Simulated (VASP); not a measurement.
The system is Si2Sb2Te.

```
CELL_PARAMETERS angstrom
-2.27701 2.27701 5.70349
2.27701 -2.27701 5.70349
2.27701 2.27701 -5.70349
ATOMIC_POSITIONS crystal
Si 0.62523 0.62523 0.00000
Si 0.37477 0.37477 0.00000
Sb 0.75000 0.25000 0.50000
Sb 0.25000 0.75000 0.50000
Te 0.00000 0.00000 0.00000
```

The cell was built by a generator and needn't be a form met in nature.

| Property | Result |
| --- | --- |
| Program | VASP 6.6.1 |
| Task | relaxation of cell and atoms |
| Functional | PBE |
| Potentials or basis | VASP PAW PBE potentials, release 64 (Si, Sb, Te) |
| Cutoff | 520 eV |
| k mesh | 4 × 4 × 4 |
| Occupations | gaussian, width 0.15 eV |
| Spin | no spin polarisation |

At the start: pressure 5.3 GPa; volume 23.66 Å³/atom.

Question: How do energy, volume and symmetry change on relaxing?

Answer: Over 15 steps the energy falls by 295.8 meV/atom and the volume is 24.16 Å³/atom (+2.1 %); space group I4/mmm (No. 139, to 0.05 Å).

Step by step:
| step | energy change (eV) | largest force (eV/Å) | pressure (GPa) | volume (Å³) |
| --- | --- | --- | --- | --- |
| 1 | 0.0000 | 1.6433 | 5.30 | 118.28 |
| 2 | -0.5492 | 0.1703 | -2.70 | 131.92 |
| 3 | -0.5521 | 0.0665 | -3.16 | 133.10 |
| 4 | -0.9215 | 1.0101 | -2.30 | 127.76 |
| 5 | 0.9617 | 11.7623 | 11.81 | 112.16 |
| 6 | -1.0295 | 1.1857 | -1.88 | 126.26 |
| 7 | -0.8659 | 4.3982 | 2.51 | 118.80 |
| 8 | -1.0999 | 1.6931 | -1.16 | 124.37 |
| 9 | -1.1112 | 2.0839 | -0.63 | 123.25 |
| 10 | -1.3006 | 1.9754 | 1.24 | 118.94 |
| 11 | -1.3054 | 1.9070 | 2.39 | 116.97 |
| 12 | -1.4658 | 0.1050 | 0.69 | 119.07 |
| 13 | -1.4663 | 0.0123 | 0.69 | 118.94 |
| 14 | -1.4772 | 0.0176 | 0.21 | 120.07 |
| 15 | -1.4788 | 0.0323 | -0.19 | 120.82 |

Final structure:
```cif
data_structure
_symmetry_space_group_name_H-M 'P 1'
_symmetry_Int_Tables_number 1
_cell_length_a 5.8912
_cell_length_b 5.8912
_cell_length_c 5.8912
_cell_angle_alpha 128.817
_cell_angle_beta 128.817
_cell_angle_gamma 75.305
_cell_volume 120.82
loop_
_atom_site_label
_atom_site_type_symbol
_atom_site_fract_x
_atom_site_fract_y
_atom_site_fract_z
_atom_site_occupancy
Si1 Si 0.63000 0.63000 0.00000 1
Si2 Si 0.37000 0.37000 0.00000 1
Sb1 Sb 0.75000 0.25000 0.50000 1
Sb2 Sb 0.25000 0.75000 0.50000 1
Te1 Te 0.00000 0.00000 0.00000 1
```

Caveat: the k mesh is coarse (spacing up to 0.49 Å⁻¹), so the values aren't converged.
